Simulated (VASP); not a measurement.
An input for Quantum ESPRESSO's pw.x (written as the equivalent of a VASP run, and not itself run):

```
&CONTROL
  calculation = 'scf'
  pseudo_dir = './pseudo'
  outdir = './out'
  tprnfor = .true.
  tstress = .true.
/
&SYSTEM
  ibrav = 0
  nat = 2
  ntyp = 1
  ecutwfc = 80
  occupations = 'smearing'
  smearing = 'fermi-dirac'
  degauss = 0.00735
  input_dft = 'pbe'
/
&ELECTRONS
  conv_thr = 7.3e-08
  electron_maxstep = 100
/
ATOMIC_SPECIES
  Sb 121.760 Sb.upf
CELL_PARAMETERS angstrom
     2.1598660    1.2469990    3.7996240
    -2.1598660    1.2469990    3.7996240
     0.0000000   -2.4939990    3.7996240
ATOMIC_POSITIONS crystal
  Sb   0.2682600  0.2682600  0.2682600
  Sb   0.7317400  0.7317400  0.7317400
K_POINTS automatic
  6 6 6 0 0 0
```

**Question.** Write the VASP files for the same calculation (PBE).

**Answer.** This is not unique; one that fits is 
KPOINTS:
```
K-points
0
Gamma
  6 6 6
0 0 0
```

INCAR:
```
! general
SYSTEM  = Sb
PREC    = Accurate
ENCUT   = 300   ! plane-wave cut-off (eV)
LREAL   = F   ! projection in real space or not
LASPH   = T

! electronic loop
EDIFF   = 1E-6   ! SCF stop (eV)
NELM    = 100   ! most electronic steps
ALGO    = Normal   ! blocked Davidson
LMAXMIX = 4   ! l cut-off of mixed one-centre charges

! smearing
ISMEAR  = -1   ! Fermi-Dirac
SIGMA   = 0.1

! functional
GGA     = PE   ! PBE

! ions
ISIF    = 2   ! forces and stress, cell fixed

! output
LWAVE   = F
LCHARG  = F
```

### POSCAR
```
Sb
1
    2.1598660000     1.2469990000     3.7996240000
   -2.1598660000     1.2469990000     3.7996240000
    0.0000000000    -2.4939990000     3.7996240000
Sb
2
Direct
  0.2682600000   0.2682600000   0.2682600000
  0.7317400000   0.7317400000   0.7317400000
```

POTCAR, in this order: Sb (PBE.64 set). Program: vasp_std.

Limits of the translation: the potentials are each code's own (VASP's PAW set, PseudoDojo norm-conserving files in pw.x), so ENCUT and ecutwfc are chosen apart and not converted; conv_thr bounds pw.x's estimated SCF error, while EDIFF bounds the energy change between steps.

The structure comes from a computed database's Sb entry; how it stands against other phases isn't given here. The cell was not relaxed at this level.
